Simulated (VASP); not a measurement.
Here is the system:

```
CELL_PARAMETERS angstrom
      0.00000     1.95840     1.95840
      1.95840     0.00000     1.95840
      1.95840     1.95840     0.00000
ATOMIC_POSITIONS crystal
  Ir 0.00000 0.00000 0.00000
```

The numbers are results of PBE GGA, VASP's PBE PAW potentials (set 64) (plane waves; VASP 6.6.1), not measurements. Numerical set-up: EDIFF = 1E-2, 400 eV cut-off, 14×14×14 Γ-centred mesh, first-order Methfessel-Paxton smearing of 0.10 eV, potentials Ir.

Unless said otherwise, spin-orbit coupling is left out, though it shifts the bands of the heavy elements here.

Question: Predict the energy per atom (σ→0), pressure, band gap (on the k-mesh) with the smallest direct gap where there is one.

Answer: 
- band gap (on the k-mesh) = none (metal, semimetal or under 0.01 eV)
- energy per atom (σ→0) = -8.823 eV/atom
- pressure = -6.28 GPa

The absolute energy has meaning only against runs of the same code, potentials and settings.

The compound is Ir in the fcc structure. The cell was not relaxed at this level. The run is one of a series of settings (EDIFF = 1E-2 against the base run), some of them coarse on purpose.
